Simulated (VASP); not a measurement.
Output of a VASP run:

OSZICAR:
```
       N       E                     dE             d eps       ncg     rms          rms(c)
DAV:   1     0.137942262512E+01    0.13794E+01   -0.45658E+03  8792   0.804E+02
DAV:   2    -0.181884202480E+02   -0.19568E+02   -0.18893E+02 11160   0.129E+02
DAV:   3    -0.183030951948E+02   -0.11467E+00   -0.11467E+00  9616   0.126E+01
DAV:   4    -0.183031838841E+02   -0.88689E-04   -0.88689E-04 11072   0.306E-01
DAV:   5    -0.183031839127E+02   -0.28611E-07   -0.28611E-07  9080   0.411E-03    0.641E+00
DAV:   6    -0.174961013524E+02    0.80708E+00   -0.34442E+00  8888   0.127E+01    0.319E+00
DAV:   7    -0.174382856526E+02    0.57816E-01   -0.69446E-02 11048   0.261E+00    0.190E+00
DAV:   8    -0.174253923559E+02    0.12893E-01   -0.39194E-02  9472   0.178E+00    0.161E-01
DAV:   9    -0.174255326164E+02   -0.14026E-03   -0.67556E-04  8304   0.239E-01    0.739E-02
DAV:  10    -0.174256225594E+02   -0.89943E-04   -0.14664E-04 11424   0.118E-01    0.150E-02
DAV:  11    -0.174256284443E+02   -0.58849E-05   -0.11308E-05  9688   0.307E-02    0.851E-03
DAV:  12    -0.174256283588E+02    0.85483E-07   -0.20034E-06  4464   0.103E-02
   1 F= -.17425628E+02 E0= -.17425628E+02  d E =-.603849E-43
```

OUTCAR:
```
------------------------ aborting loop because EDIFF is reached ----------------------------------------
  FORCE on cell =-STRESS in cart. coord.  units (eV):
  Direction    XX          YY          ZZ          XY          YZ          ZX
  --------------------------------------------------------------------------------------
  Total       -1.6356783     -1.6356783     -1.6356783     -0.0000010     -0.0000009     -0.0000010
  in kB     -210.5233827   -210.5233908   -210.5233852     -0.0001298     -0.0001156     -0.0001275
  external PRESSURE =    -210.5233862 kB  Pullay stress =       0.0000000 kB
  volume of cell :       12.45
      direct lattice vectors                 reciprocal lattice vectors
     0.000000000  1.839470000  1.839470000    -0.271817426  0.271817426  0.271817426
     1.839470000  0.000000000  1.839470000     0.271817426 -0.271817426  0.271817426
     1.839470000  1.839470000  0.000000000     0.271817426  0.271817426 -0.271817426
  FREE ENERGIE OF THE ION-ELECTRON SYSTEM (eV)
  ---------------------------------------------------
  free  energy   TOTEN  =       -17.4256283588 eV

  energy  without entropy=      -17.4256283588  energy(sigma->0) =      -17.42562836
```
(Selected blocks of OUTCAR.)

File POSCAR:
```
BN
1
    0.0000000000     1.8394700000     1.8394700000
    1.8394700000     0.0000000000     1.8394700000
    1.8394700000     1.8394700000     0.0000000000
B N
1 1
Direct
  0.0000000000   0.0000000000   0.0000000000
  0.7500000000   0.7500000000   0.7500000000
```

Write an INCAR and KPOINTS that could have produced this output.

One answer among several that fit: the input of the run itself, PBE GGA, plane waves, VASP's PBE PAW potentials (set 64).

File KPOINTS:
```
Automatic mesh
0
Gamma
10 10 10
0 0 0
```

### INCAR
```
ALGO = Normal
EDIFF = 1E-6
ENCUT = 400
GGA = PE
ISIF = 2
ISMEAR = 0
ISYM = 0
LASPH = .True.
LCHARG = .False.
LREAL = .False.
LWAVE = .False.
NELM = 100
PREC = Accurate
SIGMA = 0.01
SYSTEM = BN
```

POTCAR, in this order: B N (PBE.64 set). Program: vasp_std.

At this cut-off the stress carries a Pulay error, which pulls relaxed volumes low.

The structure comes from a computed database's BN entry; how it stands against other phases isn't given here. The cell was not relaxed at this level. The run is one of a series of settings (ISYM = 0 against the base run), some of them coarse on purpose.
